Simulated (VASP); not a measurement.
A run of VASP 6.6.1 is set up as follows.

The input INCAR:

```
  ALGO = Normal
  EDIFF = 1E-7
  EDIFFG = -0.005
  ENCUT = 600
  GGA = PE
  IBRION = 2
  ISIF = 3
  ISMEAR = 1
  IVDW = 12
  KPAR = 4
  LASPH = T
  LCHARG = F
  LREAL = F
  LWAVE = F
  NELM = 80
  NSW = 90
  PREC = Accurate
  SIGMA = 0.1
```

KPOINTS

```
k-points
0
Gamma
  12 12 12
```

The input POSCAR:

```
As                                      
1.0
    1.8952217514      1.0942067883      3.3608128009
   -1.8952217514      1.0942067883      3.3608128009
   -0.0000000000     -2.1884135767      3.3608128009
  As            
     2
Direct
     0.7693727801162085    0.7693727801162085    0.7693727801162085
     0.2306272198837915    0.2306272198837915    0.2306272198837916
```

Potentials or basis: VASP PAW PBE potentials, release 64 (As).

Command:

```sh
$ cat potpaw_PBE.64/As/POTCAR > POTCAR
$ mpirun -np 4 vasp_std > vasp.out
```

(1) What does it give for the relaxed volume?

(2) What does it give for the band gap on the k mesh?

(3) Predict the relaxed cell.

(4) Predict the dispersion energy per atom.

## Answers

(1) 20.89 Å³/atom.

(2) none (metal or under the smearing width).

(3) a = 4.010 Å, b = 4.010 Å, c = 4.010 Å, α = 56.39°, β = 56.39°, γ = 56.39°.

(4) -0.433 eV.

Caveat: pairwise dispersion overbinds metals, which lowers pressure and volume.
